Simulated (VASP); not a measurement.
Si3Ge:

```
CELL_PARAMETERS angstrom
-2.28946 2.28946 3.13280
2.28946 -2.28946 3.13280
2.28946 2.28946 -3.13280
ATOMIC_POSITIONS crystal
Si 0.00000 0.00000 0.00000
Si 0.75000 0.25000 0.50000
Si 0.25000 0.75000 0.50000
Ge 0.50000 0.50000 0.00000
```

The cell was built by a generator and needn't be a form met in nature.

| Item | Value |
| --- | --- |
| Program | VASP 6.6.1 |
| Task | relaxation of cell and atoms |
| Functional | PBE |
| Potentials or basis | VASP PAW PBE potentials, release 64 (Si, Ge_d) |
| Cutoff | 520 eV |
| k mesh | 6 × 6 × 6 |
| Occupations | gaussian, width 0.15 eV |
| Spin | no spin polarisation |

At the start: pressure -1.6 GPa; volume 16.42 Å³/atom.

Task: How do energy, volume and symmetry change on relaxing?

Result: Over 15 steps the energy falls by 34.0 meV/atom and the volume is 15.86 Å³/atom (-3.4 %); space group I4/mmm (No. 139, to 0.05 Å).

Step by step:
| step | energy change (eV) | largest force (eV/Å) | pressure (GPa) | volume (Å³) |
| --- | --- | --- | --- | --- |
| 1 | 0.0000 | 0.0000 | -1.62 | 65.68 |
| 2 | -0.0115 | 0.0000 | -0.37 | 64.12 |
| 3 | -0.0051 | 0.0000 | 1.87 | 62.37 |
| 4 | -0.0099 | 0.0000 | 1.25 | 63.05 |
| 5 | -0.0159 | 0.0000 | 2.17 | 62.65 |
| 6 | -0.0296 | 0.0000 | 3.25 | 61.45 |
| 7 | -0.0456 | 0.0000 | 4.06 | 61.58 |
| 8 | -0.1032 | 0.0000 | 2.30 | 61.92 |
| 9 | -0.1127 | 0.0000 | 2.01 | 62.52 |
| 10 | -0.1230 | 0.0000 | 1.86 | 62.37 |
| 11 | -0.1256 | 0.0000 | 2.43 | 62.20 |
| 12 | -0.1256 | 0.0000 | 2.13 | 62.27 |
| 13 | -0.1329 | 0.0000 | 0.69 | 62.92 |
| 14 | -0.1342 | 0.0000 | 0.94 | 63.09 |
| 15 | -0.1360 | 0.0000 | 0.32 | 63.43 |

Final structure:
```
CELL_PARAMETERS angstrom
-2.34727 2.34727 2.87828
2.34727 -2.34727 2.87828
2.34727 2.34727 -2.87828
ATOMIC_POSITIONS crystal
Si 0.00000 0.00000 0.00000
Si 0.75000 0.25000 0.50000
Si 0.25000 0.75000 0.50000
Ge 0.50000 0.50000 0.00000
```

Caveat: the relaxation stopped at a loose force limit of 0.08 eV/Å, so its end isn't a converged minimum.
